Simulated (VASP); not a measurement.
**BaZn$_{2}$As$_{2}$ (space group I4/mmm): computed properties**

These are PBEsol GGA, VASP's PBE PAW potentials (set 64) (plane waves; VASP) values and carry that method's errors.

```yaml
space_group: I4/mmm (139)
cell: a = b = 4.0858 Å, c = 13.3857 Å, α = β = γ = 90.00°
volume_per_atom: 22.35 Å³/atom
band gap (over mesh and band path): none (metal, semimetal or under 0.01 eV)
density: 6.21 g/cm³
```

```yaml
crystal:
  lattice:
    - [-2.04291, 2.04291, 6.69283]
    - [2.04291, -2.04291, 6.69283]
    - [2.04291, 2.04291, -6.69283]
  atoms:
    - { symbol: Ba, position: [0.00000, 0.00000, 0.00000] }
    - { symbol: Zn, position: [0.75000, 0.25000, 0.50000] }
    - { symbol: Zn, position: [0.25000, 0.75000, 0.50000] }
    - { symbol: As, position: [0.63537, 0.63537, 0.00000] }
    - { symbol: As, position: [0.36463, 0.36463, 0.00000] }
```

Unless said otherwise, spin-orbit coupling is left out, though it shifts the bands of the heavy elements here.

The structure comes from a computed database's BaZn2As2 entry (I4/mmm); how it stands against other phases isn't given here. It was relaxed first. Symmetry was kept, so distortions that lower it aren't found.
